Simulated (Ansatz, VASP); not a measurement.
This is a calculation of CuSn3 for Ansatz 0.2.0.

File input.yaml:

```yaml
crystal:
  lattice:
    - [6.6228840908, 0.0, 0.0]
    - [-3.3114420454, 5.7355858689, 0.0]
    - [0.0, 0.0, 5.004808]
  atoms:
    - { symbol: Sn, position: [0.178525, 0.351534, 0.241975] }
    - { symbol: Sn, position: [0.179008, 0.824742, 0.249815] }
    - { symbol: Sn, position: [0.649257, 0.824372, 0.257618] }
    - { symbol: Sn, position: [0.8263, 0.657945, 0.752493] }
    - { symbol: Sn, position: [0.834588, 0.180529, 0.743332] }
    - { symbol: Sn, position: [0.341343, 0.176053, 0.752652] }
    - { symbol: Cu, position: [0.336954, 0.671425, 0.753638] }
    - { symbol: Cu, position: [0.666954, 0.3287, 0.243868] }
hamiltonian:
  xc: pbe
  pseudopotentials: { kind: paw }
kpoints:
  mp_grid: { grid: [5, 5, 6] }
scf:
  occupations: { method: fermi_dirac, width: 0.05 }
output:
  forces: true
  stress: true
  eigenvalues: true
```

Potentials or basis: Ansatz PAW.

The run is started by

```bash
$ ansatz run input.yaml --threads 4 --pin off --max-ram 10240MiB --backend cpu --events-out ev --progress --plain --runs-dir out
```

Q: Set up the same calculation for VASP 6.6.1. Potentials there: VASP PAW PBE potentials, release 64 (Sn_d, Cu).

A: As run (the cutoff follows the program's own potentials):

The input INCAR:

```
SYSTEM = CuSn3
PREC = Accurate ; ENCUT = 520
EDIFF = 1E-7 ; ISMEAR = -1
SIGMA = 0.05 ; LREAL = .FALSE.
LASPH = .TRUE. ; NELM = 80
ALGO = Normal ; ISIF = 2
LWAVE = .FALSE. ; LCHARG = .TRUE.
GGA = PE ; LELF = .TRUE.
LVHAR = .TRUE. ; NBANDS = 63
```

Contents of KPOINTS:

```
regular mesh
0
G
  5 5 6
  0 0 0
```

File POSCAR:

```
CuSn3
1.0
    6.6228840908      0.0000000000      0.0000000000
   -3.3114420454      5.7355858689      0.0000000000
    0.0000000000      0.0000000000      5.0048080000
Sn Cu
6 2
Direct
    0.1785250000      0.3515340000      0.2419750000
    0.1790080000      0.8247420000      0.2498150000
    0.6492570000      0.8243720000      0.2576180000
    0.8263000000      0.6579450000      0.7524930000
    0.8345880000      0.1805290000      0.7433320000
    0.3413430000      0.1760530000      0.7526520000
    0.3369540000      0.6714250000      0.7536380000
    0.6669540000      0.3287000000      0.2438680000
```

Potentials or basis: VASP PAW PBE potentials, release 64 (Sn_d, Cu).

The run is started by

```bash
$ cat potpaw_PBE.64/Sn_d/POTCAR potpaw_PBE.64/Cu/POTCAR > POTCAR
$ mpirun -np 1 vasp_std > vasp.out
```

Both were run:

|  | VASP | Ansatz | Ansatz less VASP |
| --- | --- | --- | --- |
| gap on the k mesh at the Fermi level (eV) | none | none | - |
| pressure (GPa) | 0.3 | 0.3 | +0.01 |
| largest component of the traceless stress (GPa) | 0.28 | 0.29 | +0.003 |
| rms of the force components (eV/Å) | 0.093 | 0.094 | +0.0016 |

Atom by atom the forces differ by 0.003 eV/Å (rms over components). A gap of «none» marks a metal or a gap that the smearing closes. The functional is the same, so the differences come from potentials, cutoffs and numerics. The two sets of potentials don't hold the same shells in valence.
